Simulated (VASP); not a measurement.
Energy against volume of NaI (rock salt). These are r2SCAN meta-GGA, VASP's PBE PAW potentials (set 64) (plane waves; VASP) values and carry that method's errors. Run with 520 eV cut-off, 7×7×7 Γ-centred mesh, Gaussian smearing of 0.050 eV, potentials Na_pv I.

```csv
V (Å³/atom),E (eV/atom)
31.636,-15.53656
32.645,-15.54165
33.655,-15.54294
34.665,-15.54101
```

Fit these four points and predict the energy of the run at 35.674 Å³/atom.

A cubic in V^(−2/3), the third-order Birch-Murnaghan form, passes through the four points with V0 = 33.53 Å³/atom and B0 = 17 GPa, and gives -15.5364 eV/atom there. The run gave -15.5365 eV/atom, -0.2 meV/atom from the fit; all five points give B0 = 17 GPa.

The compound is NaI in the rock salt structure. It was relaxed first.
